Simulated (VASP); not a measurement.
# Mo: the relaxed cell at several levels of theory, part 2 of 2

Aim: relax Mo at several levels of theory and compare the cells. The starting structure is a measured crystal structure from the Crystallography Open Database. The first relaxation on each setting starts from this cell expanded by 3 % in volume.

VASP 6.6.1.

Results so far: PBEsol 15.35 Å³ an atom; LDA 15.12 Å³ an atom; PBE 15.82 Å³ an atom.

**5. Relaxation with PBEsol + D3(BJ)**

Level of this step: PBEsol with D3(BJ); plane waves and PAW (Mo_sv) (VASP).

D3 with Becke-Johnson damping keeps a finite attraction at short range. This run starts from the cell of an earlier relaxation, which isn't shown; the restart sets up the plane waves anew.

The input, INCAR:

```
SYSTEM = Mo
PREC = Accurate
ENCUT = 450
EDIFF = 1E-06
NELM = 100
ISMEAR = 1
SIGMA = 0.15
LREAL = .FALSE.
ALGO = Normal
GGA = PS
IVDW = 12
NBANDS = 13
LORBIT = 11
LWAVE = .FALSE.
LCHARG = .FALSE.
KPAR = 4
IBRION = 2
NSW = 50
ISIF = 3
EDIFFG = -0.006
```

The input, POSCAR:

```
Mo
1.0
   -1.5519965265      1.5519965265      1.5519965265
    1.5519965265     -1.5519965265      1.5519965265
    1.5519965265      1.5519965265     -1.5519965265
Mo
1
Direct
    0.0000000000      0.0000000000      0.0000000000
```

The input, KPOINTS:

```
Automatic mesh
0
Gamma
20 20 20
0 0 0
```

The projector-augmented-wave data sets are Mo_sv (PBE family, release 64).

Run with:

```sh
mpirun -np 4 vasp_std
```

Log:

```text
[banner, memory and clock lines left out]
running    4 mpi-ranks, on    1 nodes
[...]
[... a notice as in an earlier step ...]

 LDA part: xc-table for (Slater+PW92), standard interpolation
 POSCAR, INCAR and KPOINTS ok, starting setup
[...]
entering main loop
       N       E                     dE             d eps       ncg     rms          rms(c)
DAV:   1     0.806980270082E+02    0.80698E+02   -0.74094E+03  6730   0.999E+02
DAV:   2    -0.115016569842E+02   -0.92200E+02   -0.88798E+02  7676   0.291E+02
DAV:   3    -0.124945842445E+02   -0.99293E+00   -0.99121E+00  7426   0.300E+01
DAV:   4    -0.124966954304E+02   -0.21112E-02   -0.21112E-02  7521   0.169E+00
[...]
DAV:   9    -0.117685159786E+02   -0.70437E-05   -0.79530E-05  7821   0.107E-01    0.856E-02
DAV:  10    -0.117685217362E+02   -0.57577E-05   -0.87364E-06  6921   0.348E-02    0.449E-03
DAV:  11    -0.117685219601E+02   -0.22384E-06   -0.83946E-08  3723   0.316E-03
   1 F= -.12505959E+02 E0= -.12505754E+02  d E =-.125060E+02
[...]
DAV:   1    -0.117679399215E+02    0.58181E-03   -0.37070E-03  6771   0.812E-01    0.161E-01
DAV:   2    -0.117677759112E+02    0.16401E-03   -0.24844E-04  6696   0.199E-01    0.268E-02
DAV:   3    -0.117677634955E+02    0.12416E-04   -0.38284E-05  7041   0.770E-02    0.240E-02
DAV:   4    -0.117677658878E+02   -0.23924E-05   -0.94204E-07  5359   0.103E-02    0.105E-03
DAV:   5    -0.117677659008E+02   -0.12990E-07   -0.89506E-08  3388   0.371E-03
   2 F= -.12505953E+02 E0= -.12505747E+02  d E =0.696180E-05
 trial-energy change:    0.000007  1 .order    0.000007   -0.000007    0.000021
 step:   0.2473(harm=  0.2473)  dis= 0.00000  next Energy=   -12.505960 (dE=-0.870E-06)
[...]
N       E                     dE             d eps       ncg     rms          rms(c)
DAV:   1    -0.117684367749E+02   -0.67089E-03   -0.20988E-03  6776   0.611E-01    0.120E-01
DAV:   2    -0.117683454181E+02    0.91357E-04   -0.14131E-04  6706   0.150E-01    0.201E-02
DAV:   3    -0.117683380161E+02    0.74020E-05   -0.21618E-05  6976   0.578E-02    0.179E-02
DAV:   4    -0.117683376998E+02    0.31631E-06   -0.53356E-07  4992   0.774E-03
   3 F= -.12505960E+02 E0= -.12505755E+02  d E =-.875907E-06
[...]
reached required accuracy - stopping structural energy minimisation
```

The job ended after 8.4 s (4 MPI ranks of Intel Xeon 6975P-C (Granite Rapids), shared host; peak memory 0.64 GiB).

Parts of OUTCAR (step 5):

```text
 Edisp (eV)   -0.73819

 Edisp (eV)   -0.73762

  Total       0.00291     0.00291     0.00291     0.00000    -0.00000     0.00000
  in kB       0.31161     0.31161     0.31161     0.00000    -0.00000     0.00000
  external pressure =        0.31 kB  Pullay stress =        0.00 kB

 POSITION                                       TOTAL-FORCE (eV/Angst)
 -----------------------------------------------------------------------------------
      0.00000      0.00000     -0.00000         0.000000     -0.000000     -0.000000
 -----------------------------------------------------------------------------------
    total drift:                                0.000000     -0.000000      0.000000

  FREE ENERGIE OF THE ION-ELECTRON SYSTEM (eV)
  ---------------------------------------------------
  free  energy   TOTEN  =       -12.5059603533 eV

  energy  without entropy=      -12.5053446204  energy(sigma->0) =      -12.50575511

[... 2 parts as in an earlier step ...]

[... 2 further parts left out ...]
[key lines of the parts left out:]
E-fermi :  13.2188
```

With PBEsol + D3(BJ) the relaxed cell holds 14.949 Å³ an atom, -4.05 % against the measured cell, with a = 3.104 Å. That is -2.64 % from PBEsol.

**6. Relaxation with r2SCAN**

r2SCAN adds the kinetic-energy density, costs more than a GGA and is run with LASPH.

Changes to INCAR since step 5:

```diff
@@ -9,4 +9,4 @@
 ALGO = Normal
-GGA = PS
-IVDW = 12
+METAGGA = R2SCAN
+LASPH = .TRUE.
 NBANDS = 13
```

The input, POSCAR:

```
Mo
1.0
   -1.5889943795      1.5889943795      1.5889943795
    1.5889943795     -1.5889943795      1.5889943795
    1.5889943795      1.5889943795     -1.5889943795
Mo
1
Direct
    0.0000000000      0.0000000000      0.0000000000
```

KPOINTS is that of step 5.

Run with:

```sh
mpirun -np 4 vasp_std
```

Log:

```text
[banner, memory and clock lines left out]
running    4 mpi-ranks, on    1 nodes
[...]
[... a notice as in an earlier step ...]

 LDA part: xc-table for (None), standard interpolation
 POSCAR, INCAR and KPOINTS ok, starting setup
[...]
entering main loop
       N       E                     dE             d eps       ncg     rms          rms(c)
DAV:   1     0.650878308188E+02    0.65088E+02   -0.75599E+03  6770   0.101E+03
DAV:   2    -0.313353784842E+02   -0.96423E+02   -0.92855E+02  7701   0.300E+02
DAV:   3    -0.324259759322E+02   -0.10906E+01   -0.10883E+01  7461   0.317E+01
DAV:   4    -0.324285065315E+02   -0.25306E-02   -0.25306E-02  7396   0.187E+00
[...]
DAV:  10    -0.260741066869E+02   -0.15105E-03   -0.20085E-04  7476   0.160E-01    0.457E-02
DAV:  11    -0.260740829842E+02    0.23703E-04   -0.24805E-05  7046   0.580E-02    0.663E-03
DAV:  12    -0.260740832837E+02   -0.29944E-06   -0.14767E-07  4168   0.436E-03
   1 F= -.26074083E+02 E0= -.26074132E+02  d E =-.260741E+02
[... from here on, the cycles between the ionic steps are left out ...]
   2 F= -.26021623E+02 E0= -.26021548E+02  d E =0.524607E-01
   3 F= -.26080701E+02 E0= -.26080767E+02  d E =-.661809E-02
   4 F= -.26080706E+02 E0= -.26080772E+02  d E =-.662304E-02
[...]
reached required accuracy - stopping structural energy minimisation
```

The job ended after 57 s (4 MPI ranks; peak memory 0.63 GiB; 3.7 min of CPU time).

Parts of OUTCAR (step 6):

```text
  Total       -0.0011043     -0.0011043     -0.0011043     -0.0000000      0.0000000     -0.0000000
  in kB       -0.1127216     -0.1127216     -0.1127216     -0.0000000      0.0000000     -0.0000000
  external PRESSURE =      -0.1127216 kB  Pullay stress =       0.0000000 kB

 POSITION                                       TOTAL-FORCE (eV/Angst)
 -----------------------------------------------------------------------------------
      0.00000      0.00000      0.00000         0.000000     -0.000000     -0.000000
 -----------------------------------------------------------------------------------
    total drift:                                0.000000      0.000000      0.000000

  FREE ENERGIE OF THE ION-ELECTRON SYSTEM (eV)
  ---------------------------------------------------
  free  energy   TOTEN  =       -26.0807063236 eV

  energy  without entropy=      -26.0809037034  energy(sigma->0) =      -26.08077212

[... 2 parts as in an earlier step ...]

[... 2 further parts left out ...]
[key lines of the parts left out:]
E-fermi :  12.5188
```

With r2SCAN the relaxed cell holds 15.696 Å³ an atom, +0.74 % against the measured cell, with a = 3.155 Å. That is +2.22 % from PBEsol.

**7. Relaxation with r2SCAN + rVV10**

rVV10 adds a nonlocal correlation energy for dispersion.

Changes to INCAR since step 6:

```diff
@@ -10,2 +10,6 @@
 METAGGA = R2SCAN
+LUSE_VDW = .TRUE.
+IVDW_NL = 2
+BPARAM = 11.95
+CPARAM = 0.0093
 LASPH = .TRUE.
```

POSCAR is that of step 6.

KPOINTS is that of step 6.

Run with:

```sh
mpirun -np 4 vasp_std
```

Log:

```text
[banner, memory and clock lines left out]
running    4 mpi-ranks, on    1 nodes
[...]
|                                                                             |
|               ----> ADVICE to this user running VASP <----                  |
|                                                                             |
|     You have switched on vdW-DFT.                                           |
|     This routine was written and supplied by Jiri Klimes. We recommend      |
|     that you carefully read and cite the following publications:            |
|       J. Klimes, D.R. Bowler, A. Michelides                                 |
|          J. Phys.: Cond Matt. 22 022201 (2010)                              |
|       J. Klimes, D.R. Bowler, A. Michelides                                 |
|          Phys. Rev. B. 83, 195131 (2011)                                    |
|     and references therein.                                                 |
|                                                                             |

[...]
Total rVV10 correction in eV:      0.2267973    14.0030739
DAV:  11    -0.258471442263E+02    0.23028E-04   -0.23704E-05  7011   0.565E-02    0.671E-03
Total rVV10 correction in eV:      0.2267960    14.0030739
Total rVV10 correction in eV:      0.2267960    14.0030739
Total rVV10 correction in eV:      0.2267960    14.0030739
Total rVV10 correction in eV:      0.2267960    14.0030739
DAV:  12    -0.258471444923E+02   -0.26600E-06   -0.14035E-07  4078   0.427E-03
Total rVV10 correction in eV:      0.2267934    14.0030739
Total rVV10 correction in eV:      0.2267934    14.0030739
Total rVV10 correction in eV:      0.2267934    14.0030739
Total rVV10 correction in eV:      0.2267934    14.0030739
Total rVV10 correction in eV:      0.2267939    14.0030739
Total rVV10 correction in eV:      0.2267939    14.0030739
Total rVV10 correction in eV:      0.2267939    14.0030739
Total rVV10 correction in eV:      0.2267939    14.0030739
   1 F= -.25847144E+02 E0= -.25847179E+02  d E =-.258471E+02
[... from here on, the cycles between the ionic steps are left out ...]
   2 F= -.25759948E+02 E0= -.25759841E+02  d E =0.871963E-01
   3 F= -.25857636E+02 E0= -.25857691E+02  d E =-.104912E-01
   4 F= -.25857649E+02 E0= -.25857703E+02  d E =-.105043E-01
[...]
reached required accuracy - stopping structural energy minimisation
```

Run time: 72 s. Hardware: 4 MPI ranks; peak memory 0.83 GiB.

OUTCAR, selected parts (step 7):

```text
  Total       -0.0016646     -0.0016646     -0.0016646      0.0000000      0.0000000     -0.0000000
  in kB       -0.1708727     -0.1708727     -0.1708727      0.0000000      0.0000000     -0.0000000
  external PRESSURE =      -0.1708727 kB  Pullay stress =       0.0000000 kB

 POSITION                                       TOTAL-FORCE (eV/Angst)
 -----------------------------------------------------------------------------------
      0.00000     -0.00000      0.00000        -0.000000      0.000000      0.000000
 -----------------------------------------------------------------------------------
    total drift:                               -0.000000      0.000000      0.000000

  FREE ENERGIE OF THE ION-ELECTRON SYSTEM (eV)
  ---------------------------------------------------
  free  energy   TOTEN  =       -25.8576487691 eV

  energy  without entropy=      -25.8578115315  energy(sigma->0) =      -25.85770302

[... 2 parts as in an earlier step ...]

[... 2 further parts left out ...]
[key lines of the parts left out:]
E-fermi :  12.6018
```

With r2SCAN + rVV10 the relaxed cell holds 15.608 Å³ an atom, +0.18 % against the measured cell, with a = 3.149 Å. That is +1.65 % from PBEsol.

**8. Relaxation with optB86b-vdW**

optB86b-vdW pairs nonlocal correlation with a less repulsive exchange of B86b form.

Changes to INCAR since step 7:

```diff
@@ -9,7 +9,7 @@
 ALGO = Normal
-METAGGA = R2SCAN
+GGA = MK
+AGGAC = 0
 LUSE_VDW = .TRUE.
-IVDW_NL = 2
-BPARAM = 11.95
-CPARAM = 0.0093
+PARAM1 = 0.1234
+PARAM2 = 1
 LASPH = .TRUE.
```

POSCAR is that of step 7.

KPOINTS is that of step 7.

Run with:

```sh
mpirun -np 4 vasp_std
```

Log:

```text
[banner, memory and clock lines left out]
running    4 mpi-ranks, on    1 nodes
[...]
[... a notice as in an earlier step ...]

 [... a notice as in an earlier step ...]

 LDA part: xc-table for (Slater+PW92), standard interpolation
 POSCAR, INCAR and KPOINTS ok, starting setup
[...]
entering main loop
       N       E                     dE             d eps       ncg     rms          rms(c)
DAV:   1     0.853257313365E+02    0.85326E+02   -0.74004E+03  6767   0.988E+02
DAV:   2    -0.780062519090E+01   -0.93126E+02   -0.89664E+02  7706   0.290E+02
DAV:   3    -0.882523830120E+01   -0.10246E+01   -0.10225E+01  7436   0.302E+01
DAV:   4    -0.882746684793E+01   -0.22285E-02   -0.22285E-02  7411   0.173E+00
[...]
DAV:   9    -0.814743035954E+01   -0.89345E-04   -0.10338E-04  7706   0.120E-01    0.857E-02
DAV:  10    -0.814744357440E+01   -0.13215E-04   -0.17990E-05  6966   0.474E-02    0.641E-03
DAV:  11    -0.814744371166E+01   -0.13726E-06   -0.11937E-07  4298   0.384E-03
   1 F= -.81474437E+01 E0= -.81474085E+01  d E =-.814744E+01
[... from here on, the cycles between the ionic steps are left out ...]
   2 F= -.80643882E+01 E0= -.80642652E+01  d E =0.830555E-01
   3 F= -.81585844E+01 E0= -.81584968E+01  d E =-.111407E-01
   4 F= -.81585972E+01 E0= -.81585081E+01  d E =-.111535E-01
[...]
reached required accuracy - stopping structural energy minimisation
```

The job ended after 31 s (4 MPI ranks; peak memory 1.1 GiB).

Parts of OUTCAR (step 8):

```text
  Total       -0.0016212     -0.0016212     -0.0016212      0.0000000     -0.0000000      0.0000000
  in kB       -0.1666487     -0.1666487     -0.1666487      0.0000000     -0.0000000      0.0000000
  external PRESSURE =      -0.1666487 kB  Pullay stress =       0.0000000 kB

  FREE ENERGIE OF THE ION-ELECTRON SYSTEM (eV)
  ---------------------------------------------------
  free  energy   TOTEN  =        -8.1585972301 eV

  energy  without entropy=       -8.1583299431  energy(sigma->0) =       -8.15850813

[... 3 parts as in an earlier step ...]

[... 2 further parts left out ...]
[key lines of the parts left out:]
E-fermi :  12.5780
```

With optB86b-vdW the relaxed cell holds 15.587 Å³ an atom, +0.04 % against the measured cell, with a = 3.147 Å. That is +1.51 % from PBEsol.

**9. Relaxation with PBE + D3(BJ)**

This run starts from the cell of an earlier relaxation, which isn't shown; the restart sets up the plane waves anew.

Changes to INCAR since step 8:

```diff
@@ -9,8 +9,4 @@
 ALGO = Normal
-GGA = MK
-AGGAC = 0
-LUSE_VDW = .TRUE.
-PARAM1 = 0.1234
-PARAM2 = 1
-LASPH = .TRUE.
+GGA = PE
+IVDW = 12
 NBANDS = 13
```

The input, POSCAR:

```
Mo
1.0
   -1.5664232660      1.5664232660      1.5664232660
    1.5664232660     -1.5664232660      1.5664232660
    1.5664232660      1.5664232660     -1.5664232660
Mo
1
Direct
    0.0000000000      0.0000000000      0.0000000000
```

KPOINTS is that of step 8.

Run with:

```sh
mpirun -np 4 vasp_std
```

Log:

```text
[... set-up lines as in an earlier step ...]
 entering main loop
       N       E                     dE             d eps       ncg     rms          rms(c)
DAV:   1     0.829877159384E+02    0.82988E+02   -0.74025E+03  6773   0.996E+02
DAV:   2    -0.105580446085E+02   -0.93546E+02   -0.90180E+02  7726   0.292E+02
DAV:   3    -0.115669616109E+02   -0.10089E+01   -0.10070E+01  7391   0.302E+01
DAV:   4    -0.115691566294E+02   -0.21950E-02   -0.21950E-02  7566   0.172E+00
[...]
DAV:   9    -0.109248363814E+02   -0.67353E-04   -0.83384E-05  7811   0.110E-01    0.806E-02
DAV:  10    -0.109248428637E+02   -0.64823E-05   -0.11783E-05  6956   0.404E-02    0.604E-03
DAV:  11    -0.109248432950E+02   -0.43138E-06   -0.99362E-08  4003   0.350E-03
   1 F= -.11651195E+02 E0= -.11651053E+02  d E =-.116512E+02
[...]
N       E                     dE             d eps       ncg     rms          rms(c)
DAV:   1    -0.109241058242E+02    0.73704E-03   -0.72121E-03  6746   0.113E+00    0.209E-01
DAV:   2    -0.109237820463E+02    0.32378E-03   -0.49203E-04  6696   0.278E-01    0.358E-02
DAV:   3    -0.109237588135E+02    0.23233E-04   -0.73937E-05  6976   0.106E-01    0.313E-02
DAV:   4    -0.109237637889E+02   -0.49754E-05   -0.17654E-06  6200   0.139E-02    0.133E-03
DAV:   5    -0.109237638261E+02   -0.37220E-07   -0.12694E-07  3373   0.440E-03
   2 F= -.11651185E+02 E0= -.11651040E+02  d E =0.102069E-04
 trial-energy change:    0.000010  1 .order    0.000012   -0.000014    0.000038
 step:   0.2613(harm=  0.2613)  dis= 0.00000  next Energy=   -11.651197 (dE=-0.178E-05)
[...]
N       E                     dE             d eps       ncg     rms          rms(c)
DAV:   1    -0.109247540736E+02   -0.99028E-03   -0.39334E-03  6751   0.832E-01    0.153E-01
DAV:   2    -0.109245803559E+02    0.17372E-03   -0.26970E-04  6686   0.206E-01    0.265E-02
DAV:   3    -0.109245670157E+02    0.13340E-04   -0.40132E-05  6961   0.781E-02    0.228E-02
DAV:   4    -0.109245664162E+02    0.59947E-06   -0.95226E-07  5406   0.103E-02
   3 F= -.11651197E+02 E0= -.11651054E+02  d E =-.201326E-05
[...]
reached required accuracy - stopping structural energy minimisation
```

The job ended after 7 s (4 MPI ranks; peak memory 0.66 GiB).

OUTCAR, selected parts (step 9):

```text
 Edisp (eV)   -0.72742

 Edisp (eV)   -0.72663

  Total       0.00367     0.00367     0.00367    -0.00000    -0.00000     0.00000
  in kB       0.38229     0.38229     0.38229    -0.00000    -0.00000     0.00000
  external pressure =        0.38 kB  Pullay stress =        0.00 kB

 POSITION                                       TOTAL-FORCE (eV/Angst)
 -----------------------------------------------------------------------------------
      0.00000     -0.00000      0.00000         0.000000      0.000000     -0.000000
 -----------------------------------------------------------------------------------
    total drift:                                0.000000     -0.000000      0.000000

  FREE ENERGIE OF THE ION-ELECTRON SYSTEM (eV)
  ---------------------------------------------------
  free  energy   TOTEN  =       -11.6511970161 eV

  energy  without entropy=      -11.6507686173  energy(sigma->0) =      -11.65105422

[... 2 parts as in an earlier step ...]

[... 2 further parts left out ...]
[key lines of the parts left out:]
E-fermi :  12.8933
```

With PBE + D3(BJ) the relaxed cell holds 15.368 Å³ an atom, -1.36 % against the measured cell, with a = 3.132 Å. That is +0.09 % from PBEsol.

**10. The runs compared**

| level | volume (Å³/atom) | against the measured cell (%) | a (Å) | pressure left (GPa) | core minutes |
| --- | --- | --- | --- | --- | --- |
| PBEsol | 15.355 | -1.45 | 3.1315 | 0.04 | 1.48 |
| LDA | 15.122 | -2.94 | 3.1157 | 0.01 | 1.44 |
| PBE | 15.819 | 1.53 | 3.1628 | -0.06 | 0.587 |
| PBEsol + D3(BJ) | 14.949 | -4.05 | 3.1037 | 0.03 | 1.39 |
| r2SCAN | 15.696 | 0.74 | 3.1546 | -0.01 | 3.8 |
| r2SCAN + rVV10 | 15.608 | 0.18 | 3.1487 | -0.02 | 4.8 |
| optB86b-vdW | 15.587 | 0.04 | 3.1472 | -0.02 | 2.07 |
| PBE + D3(BJ) | 15.368 | -1.36 | 3.1325 | 0.04 | 1.59 |

Core minutes are wall time times ranks, summed over the relaxations behind a row (those for a bulk modulus apart), on shared hosts.

**11. Results**

```yaml
volume_pbesol: 15.35 Å³/atom
volume_lda: 15.12 Å³/atom
volume_pbe: 15.82 Å³/atom
volume_pbesol_d3_bj: 14.95 Å³/atom
volume_r2scan: 15.70 Å³/atom
volume_r2scan_rvv10: 15.61 Å³/atom
volume_optb86b_vdw: 15.59 Å³/atom
volume_pbe_d3_bj: 15.37 Å³/atom
```

What this shows: Across 8 levels the volume of Mo spans 5.8 %, from 14.95 Å³ an atom (PBEsol + D3(BJ)) to 15.82 Å³ (PBE). Against the measured volume of the starting structure, optB86b-vdW comes nearest (+0.0 %) and PBEsol + D3(BJ) lies farthest (-4.1 %). The measured cell holds zero-point expansion and, unless it was taken cold, thermal expansion, which the runs lack, so small differences decide nothing. Adding D3(BJ) to PBEsol changes the volume by -2.6 %. Adding rVV10 to r2SCAN changes the volume by -0.6 %. Adding D3(BJ) to PBE changes the volume by -2.8 %. LASPH is on in some of these runs and off in others, which adds a little to the differences. All runs keep the symmetry of the start, so they can't find a distortion of lower symmetry. Further runs on this material are not shown.

[Lines on the potential files, build, host, timing and source positions are cut from VASP's logs without a mark.]

[Logs are printed without paths, hosts, clocks, repeated set-up lines and the standing remarks that a program may print on its own settings, such as how far it seeks lower states.]

[Hosts, paths, dates, database ids (printed as entryN), source tags and the programs' standing remarks are cut or masked in the printed files.]
